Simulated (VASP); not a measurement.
## PbO (Litharge): cell size against the level of theory

Which functional gives the lattice of PbO (Litharge) as experiment finds it, and is a dearer one worth its cost? The levels: PBE, LDA, r2SCAN and PBE + D3(BJ). LASPH is on for some levels and off for others; the table marks which. The start is a cell from a database of measured crystal structures.

Program: VASP 6.6.1. Level of theory: PBE; plane waves and PAW (Pb_d, O), in the first sound run; inputs show where later runs differ. Results are calculated unless marked as measured.

### 1. The structure

Before any relaxation, the start is as follows. It takes space group P4/nmm (No. 129, tetragonal). Conventional cell: a = 3.978 Å, b = 3.978 Å, c = 5.026 Å, α = 90.00°, β = 90.00°, γ = 90.00°. Pb has 4 O at 2.31 Å nearest. Nearest to O lie 4 Pb at 2.31 Å. Farther neighbours and most contacts between anions are not listed.

### 2. Relaxation with PBE

The start need not lie at this functional's minimum. ISIF = 3 frees volume, shape and positions, and EDIFFG sets the threshold on forces and stress at which the search stops. PBE, the usual starting point, adds the gradient of the density.

The input, INCAR:

```
SYSTEM = PbO
PREC = Accurate
ENCUT = 560
EDIFF = 1E-06
NELM = 100
ISMEAR = -1
SIGMA = 0.05
LREAL = .FALSE.
ALGO = Normal
GGA = PE
NBANDS = 26
LORBIT = 11
LWAVE = .FALSE.
LCHARG = .FALSE.
KPAR = 2
IBRION = 2
NSW = 60
ISIF = 3
EDIFFG = -0.01
```

The input, POSCAR:

```
PbO
1.0
    3.9776877762      0.0000000000      0.0000000000
    0.0000000000      3.9776877762      0.0000000000
    0.0000000000      0.0000000000      5.0259000000
Pb O
2 2
Direct
    0.0000000000      0.5000000000      0.7655000000
    0.5000000000      0.0000000000      0.2345000000
    0.5000000000      0.5000000000      0.0000000000
    0.0000000000      0.0000000000      0.0000000000
```

The input, KPOINTS:

```
Automatic mesh
0
Gamma
6 6 5
0 0 0
```

Potentials, in the order of the species: Pb_d and O (PBE family, release 64).

Command:

```bash
$ mpirun -np 2 vasp_std
```

What it wrote:

```text
[banner, memory and clock lines left out]
running    2 mpi-ranks, on    1 nodes
 distrk:  each k-point on    1 cores,    2 groups
 distr:  one band on    1 cores,    1 groups

 POSCAR found type information on POSCAR PbO
 POSCAR found :  2 types and       4 ions
 LDA part: xc-table for (Slater+PW92), standard interpolation
 POSCAR, INCAR and KPOINTS ok, starting setup
 FFT: planning ... GRIDC
 FFT: planning ... GRID_SOFT
 FFT: planning ... GRID
 WAVECAR not read
 entering main loop
       N       E                     dE             d eps       ncg     rms          rms(c)
DAV:   1     0.472175196721E+03    0.47218E+03   -0.20895E+04  1560   0.194E+03
DAV:   2     0.396853133656E+02   -0.43249E+03   -0.42008E+03  1610   0.477E+02
DAV:   3    -0.232040941998E+02   -0.62889E+02   -0.61661E+02  2032   0.194E+02
DAV:   4    -0.259710213044E+02   -0.27669E+01   -0.27552E+01  1886   0.426E+01
DAV:   5    -0.260420852793E+02   -0.71064E-01   -0.71012E-01  1928   0.720E+00    0.124E+01
DAV:   6    -0.215761345124E+02    0.44660E+01   -0.26144E+01  2344   0.427E+01    0.525E+00
DAV:   7    -0.214405375862E+02    0.13560E+00   -0.28799E+00  1930   0.127E+01    0.251E+00
DAV:   8    -0.214309395730E+02    0.95980E-02   -0.59714E-01  2060   0.548E+00    0.979E-01
DAV:   9    -0.214131787507E+02    0.17761E-01   -0.90845E-02  2442   0.269E+00    0.256E-01
DAV:  10    -0.214149575493E+02   -0.17788E-02   -0.13907E-02  1930   0.828E-01    0.106E-01
DAV:  11    -0.214147195783E+02    0.23797E-03   -0.27527E-03  2544   0.448E-01    0.613E-02
DAV:  12    -0.214147030170E+02    0.16561E-04   -0.27141E-04  1960   0.149E-01    0.401E-02
DAV:  13    -0.214146902031E+02    0.12814E-04   -0.14196E-04  2566   0.920E-02    0.106E-02
DAV:  14    -0.214146881788E+02    0.20243E-05   -0.29021E-05  2250   0.581E-02    0.591E-03
DAV:  15    -0.214146871194E+02    0.10594E-05   -0.57846E-06  1832   0.269E-02    0.119E-03
DAV:  16    -0.214146872059E+02   -0.86429E-07   -0.47298E-07   828   0.606E-03
   1 F= -.21414687E+02 E0= -.21414687E+02  d E =-.214147E+02
 curvature:   0.00 expect dE= 0.000E+00 dE for cont linesearch  0.000E+00
 trial: gam= 0.00000 g(F)=  0.254E-01 g(S)=  0.215E+00 ort = 0.000E+00 (trialstep = 0.100E+01)
 search vector abs. value=  0.240E+00
 bond charge predicted
       N       E                     dE             d eps       ncg     rms          rms(c)
DAV:   1    -0.244105605923E+02   -0.29959E+01   -0.10996E+02  1934   0.168E+02    0.108E+01
DAV:   2    -0.219136101973E+02    0.24970E+01   -0.12225E+01  1992   0.345E+01    0.352E+00
DAV:   3    -0.215057921760E+02    0.40782E+00   -0.16382E+00  2066   0.213E+01    0.167E+00
DAV:   4    -0.214312188251E+02    0.74573E-01   -0.46710E-01  1962   0.980E+00    0.377E-01
DAV:   5    -0.214321237943E+02   -0.90497E-03   -0.33875E-02  2234   0.166E+00    0.199E-01
DAV:   6    -0.214321695796E+02   -0.45785E-04   -0.38296E-03  1984   0.588E-01    0.482E-02
DAV:   7    -0.214321772651E+02   -0.76856E-05   -0.36121E-04  1960   0.153E-01    0.334E-02
DAV:   8    -0.214321838985E+02   -0.66334E-05   -0.11613E-04  2326   0.153E-01    0.633E-03
DAV:   9    -0.214321857752E+02   -0.18766E-05   -0.13432E-05  1760   0.314E-02    0.365E-03
DAV:  10    -0.214321889654E+02   -0.31902E-05   -0.38035E-06  1442   0.127E-02    0.202E-03
DAV:  11    -0.214321891310E+02   -0.16560E-06   -0.52368E-07   822   0.726E-03
   2 F= -.21432189E+02 E0= -.21432189E+02  d E =-.175019E-01
[... from here on, the cycles between the ionic steps are left out ...]
   3 F= -.21476075E+02 E0= -.21476075E+02  d E =-.613882E-01
   4 F= -.21483500E+02 E0= -.21483499E+02  d E =-.742408E-02
   5 F= -.21489758E+02 E0= -.21489758E+02  d E =-.136821E-01
   6 F= -.21492861E+02 E0= -.21492861E+02  d E =-.310369E-02
   7 F= -.21499795E+02 E0= -.21499795E+02  d E =-.100377E-01
   8 F= -.21502931E+02 E0= -.21502931E+02  d E =-.131735E-01
   9 F= -.21504034E+02 E0= -.21504034E+02  d E =-.110309E-02
  10 F= -.21505406E+02 E0= -.21505406E+02  d E =-.247481E-02
  11 F= -.21505387E+02 E0= -.21505387E+02  d E =-.245573E-02
  12 F= -.21505894E+02 E0= -.21505894E+02  d E =-.296275E-02
  13 F= -.21505895E+02 E0= -.21505895E+02  d E =-.296376E-02
  14 F= -.21506091E+02 E0= -.21506091E+02  d E =-.196534E-03
  15 F= -.21506536E+02 E0= -.21506536E+02  d E =-.640778E-03
  16 F= -.21506780E+02 E0= -.21506780E+02  d E =-.885204E-03
  17 F= -.21506799E+02 E0= -.21506799E+02  d E =-.904577E-03
  18 F= -.21506799E+02 E0= -.21506799E+02  d E =-.903919E-03
 curvature:  -2.77 expect dE=-0.116E-03 dE for cont linesearch -0.104E-06
 ZBRENT: accuracy reached
 trial: gam= 0.11807 g(F)=  0.208E-04 g(S)=  0.211E-04 ort = 0.111E-04 (trialstep = 0.468E+00)
 search vector abs. value=  0.901E-04
 bond charge predicted
       N       E                     dE             d eps       ncg     rms          rms(c)
DAV:   1    -0.215069241598E+02   -0.12466E-03   -0.45173E-03  1910   0.764E-01    0.639E-02
DAV:   2    -0.215068329067E+02    0.91253E-04   -0.47448E-04  2190   0.189E-01    0.267E-02
DAV:   3    -0.215068165688E+02    0.16338E-04   -0.49035E-05  2022   0.112E-01    0.134E-02
DAV:   4    -0.215068129577E+02    0.36111E-05   -0.16306E-05  2248   0.536E-02    0.393E-03
DAV:   5    -0.215068134459E+02   -0.48825E-06   -0.26189E-06  1184   0.221E-02
  19 F= -.21506813E+02 E0= -.21506813E+02  d E =-.146827E-04
 trial-energy change:   -0.000015  1 .order   -0.000015   -0.000020   -0.000010
 step:   0.9694(harm=  0.9694)  dis= 0.00034  next Energy=   -21.506820 (dE=-0.210E-04)
 reached required accuracy - stopping structural energy minimisation
```

Wall time 6.4 min (2 MPI ranks of Intel Xeon Platinum 8259CL at 2.50GHz (Skylake/Cascade Lake), shared host); peak memory 0.45 GiB; 13 min of CPU time.

Lines that name or quote the potential files are left out of all logs, and their timing lines are given in words.

OUTCAR, selected parts (step 2):

```text
ion  position               nearest neighbor table
   1  0.000  0.500  0.766-   3 2.31   4 2.31   4 2.31   3 2.31   2 3.67   2 3.67   2 3.67   2 3.67
                             2 3.88   2 3.88   2 3.88   2 3.88
   2  0.500  0.000  0.234-   3 2.31   4 2.31   3 2.31   4 2.31   1 3.67   1 3.67   1 3.67   1 3.67
                             1 3.88   1 3.88   1 3.88   1 3.88
   3  0.500  0.500  0.000-   1 2.31   2 2.31   2 2.31   1 2.31
   4  0.000  0.000  0.000-   1 2.31   2 2.31   1 2.31   2 2.31

  LATTYP: Found a simple tetragonal cell.
 ALAT       =     3.9776877762
 C/A-ratio  =     1.2635230020

 Subroutine GETGRP returns: Found 16 space group operations
 (whereof  8 operations were pure point group operations)

The static configuration has the point symmetry D_2d.
 The point group associated with its full space group is D_4h.

 Found     30 irreducible k-points:

   k-points           NKPTS =     30   k-points in BZ     NKDIM =     30   number of bands    NBANDS=     26

   dimension x,y,z NGX =    32 NGY =   32 NGZ =   40
   dimension x,y,z NGXF=    64 NGYF=   64 NGZF=   80

   ENCUT  =  560.0 eV  41.16 Ry    6.42 a.u.   7.68  7.68  9.70*2*pi/ulx,y,z

   NELECT =      40.0000    total number of electrons

 k-points in reciprocal lattice and weights: Automatic mesh
   0.00000000  0.00000000  0.00000000       0.006
   0.16666667  0.00000000  0.00000000       0.022
   0.33333333  0.00000000  0.00000000       0.022
   0.50000000  0.00000000  0.00000000       0.011
   0.16666667  0.16666667  0.00000000       0.022
   0.33333333  0.16666667  0.00000000       0.044
   0.50000000  0.16666667  0.00000000       0.022
   0.33333333  0.33333333  0.00000000       0.022
   0.50000000  0.33333333  0.00000000       0.022
[...]
0.50000000  0.33333333  0.40000000       0.044
   0.50000000  0.50000000  0.40000000       0.011

 average (electrostatic) potential at core
       1 -92.4013       2 -92.4013       3 -70.3631       4 -70.3631

 E-fermi :   4.7523

 k-point     1 :       0.0000    0.0000    0.0000
  band No.  band energies     occupation
    ...
     16       0.0033      2.00000
     17       2.4171      2.00000
     18       2.4335      2.00000
     19       2.4335      2.00000
     20       3.8786      2.00000
     21       5.8360      0.00000
     22       8.5257      0.00000
     23       9.7714      0.00000
     24       9.7714      0.00000
     25       9.9801      0.00000
    ...

 k-point     2 :       0.1667    0.0000    0.0000
  band No.  band energies     occupation
    ...
     16       0.1558      2.00000
     17       1.9432      2.00000
     18       2.2578      2.00000
     19       2.3754      2.00000
     20       3.8596      2.00000
     21       6.5236      0.00000
     22       8.2195      0.00000
     23       9.1224      0.00000
     24       9.1782      0.00000
     25       9.8951      0.00000
    ...

 k-point     3 :       0.3333    0.0000    0.0000
  band No.  band energies     occupation
    ...
     16       0.5782      2.00000
     17       1.5833      2.00000
     18       1.7885      2.00000
     19       2.0596      2.00000
     20       3.4231      2.00000
     21       7.2285      0.00000
     22       7.2363      0.00000
     23       8.8255      0.00000
     24       9.7741      0.00000
     25      10.2131      0.00000
    ...

  Total       -0.0016756     -0.0016756     -0.0189134      0.0000000     -0.0000000      0.0000000
  in kB       -0.0297085     -0.0297085     -0.3353310      0.0000000     -0.0000000      0.0000000
  external PRESSURE =      -0.1315827 kB  Pullay stress =       0.0000000 kB

  energy-cutoff  :      560.00
  volume of cell :       90.37
      direct lattice vectors                 reciprocal lattice vectors
     4.058639782  0.000000000 -0.000000000     0.246387966 -0.000000000  0.000000000
     0.000000000  4.058639782 -0.000000000     0.000000000  0.246387966  0.000000000
    -0.000000000 -0.000000000  5.485876280     0.000000000  0.000000000  0.182286284

 POSITION                                       TOTAL-FORCE (eV/Angst)
 -----------------------------------------------------------------------------------
     -0.00000      2.02932      4.29501        -0.000000     -0.000000      0.005225
      2.02932     -0.00000      1.19086         0.000000      0.000000     -0.005225
      2.02932      2.02932     -0.00000        -0.000000     -0.000000      0.000000
      0.00000      0.00000      0.00000        -0.000000      0.000000      0.000000
 -----------------------------------------------------------------------------------
    total drift:                                0.000000     -0.000000     -0.000000

  FREE ENERGIE OF THE ION-ELECTRON SYSTEM (eV)
  ---------------------------------------------------
  free  energy   TOTEN  =       -21.5068134459 eV

  energy  without entropy=      -21.5068134435  energy(sigma->0) =      -21.50681344

 reached required accuracy - stopping structural energy minimisation

 total charge
# of ion       s       p       d       tot
------------------------------------------
    1        1.383   0.595   9.870  11.849
    2        1.383   0.595   9.870  11.849
    3        1.578   3.374   0.000   4.953
    4        1.578   3.374   0.000   4.953
--------------------------------------------------
tot          5.924   7.939  19.740  33.603

[... 3 further parts left out ...]
```

The gap is read on the k-mesh alone, so it is an upper bound where the band edges lie off the mesh. The bonds form layers, held to each other by dispersion, which PBE lacks, so the spacing between them is unreliable. After so large a change of volume the plane waves of the start cell no longer fit, so the final stress carries a basis-set error. The run keeps the 16 symmetry operations of its start, so it cannot find a distortion of lower symmetry.

Relaxation path:

| step | energy less that of the first step (eV) | largest force (eV/Å) | pressure (GPa) | volume (Å³) |
| --- | --- | --- | --- | --- |
| 1 | 0.0000 | 0.5127 | 4.89 | 79.52 |
| 2 | -0.0175 | 0.9100 | -2.95 | 86.71 |
| 3 | -0.0614 | 0.3012 | 0.29 | 83.27 |
| 4 | -0.0688 | 0.2106 | 0.23 | 83.99 |
| 5 | -0.0751 | 0.0362 | 0.05 | 85.47 |
| 6 | -0.0782 | 0.0177 | 0.13 | 85.81 |
| 7 | -0.0851 | 0.0415 | 0.38 | 86.81 |
| 8 | -0.0882 | 0.1730 | 0.98 | 88.75 |
| 9 | -0.0893 | 0.1391 | 0.83 | 89.10 |
| 10 | -0.0907 | 0.0766 | 0.54 | 89.74 |
| 11 | -0.0907 | 0.0482 | -0.01 | 91.04 |
| 12 | -0.0912 | 0.0132 | 0.27 | 90.40 |
| 13 | -0.0912 | 0.0095 | 0.24 | 90.45 |
| 14 | -0.0914 | 0.0053 | 0.21 | 90.44 |
| 15 | -0.0918 | 0.0031 | 0.11 | 90.43 |
| 16 | -0.0921 | 0.0186 | -0.08 | 90.39 |
| 17 | -0.0921 | 0.0149 | -0.04 | 90.40 |
| 18 | -0.0921 | 0.0147 | -0.04 | 90.40 |
| 19 | -0.0921 | 0.0052 | -0.01 | 90.37 |

| conventional cell, symmetrised | before | after | change |
| --- | --- | --- | --- |
| a (Å) | 3.978 | 4.059 | +2.0 % |
| b (Å) | 3.978 | 4.059 | +2.0 % |
| c (Å) | 5.026 | 5.486 | +9.2 % |
| volume (Å³/atom) | 19.88 | 22.59 | +13.6 % |

The atoms that moved most (Å, as changes of fractional coordinates times the final cell):

| atom | dx | dy | dz | length |
| --- | --- | --- | --- | --- |
| Pb1 | 0.000 | 0.000 | 0.096 | 0.096 |
| Pb2 | 0.000 | 0.000 | -0.096 | 0.096 |

The relaxed structure:

```
Pb O
1.0
     4.05864    0.00000    0.00000
     0.00000    4.05864    0.00000
     0.00000    0.00000    5.48588
Pb O
2 2
Direct
  0.00000 0.50000 0.78292
  0.50000 0.00000 0.21708
  0.50000 0.50000 0.00000
  0.00000 0.00000 0.00000
```

This step gave:

```yaml
electrons: 40
bands: 26
irreducible_k_points: 30
symmetry_operations: 16
free_energy_toten: -21.51 eV
fermi_energy: 4.752 eV
pressure: -0.01316 GPa
metallic: no
valence_top_at_k: 0, 0, 0
conduction_bottom_at_k: 0.5, 0.5, 0
least_direct_gap_at_k: 0, 0, 0
scf_cycles_over_all_ionic_steps: 145
gap_on_the_k_mesh: 1.713 eV
least_direct_gap_on_the_k_mesh: 1.957 eV
```

It ends with a largest force of 0.005 eV/Å and a pressure of -0.01 GPa. The volume lies +13.6 % from that of the database's start. That is far more than a functional's usual error. The conventional cell has a = 4.059 and c = 5.486 Å.

(Continued in part 2 of 3.)

[Lines on the potential files, build, host, timing and source positions are cut from VASP's logs without a mark.]

[Logs are printed without paths, hosts, clocks, repeated set-up lines and the standing remarks that a program may print on its own settings, such as how far it seeks lower states.]

[Hosts, paths, dates, database ids (printed as entryN), source tags and the programs' standing remarks are cut or masked in the printed files.]

[A measured line is paired with the nearest computed mode of its activity, which favours agreement.]
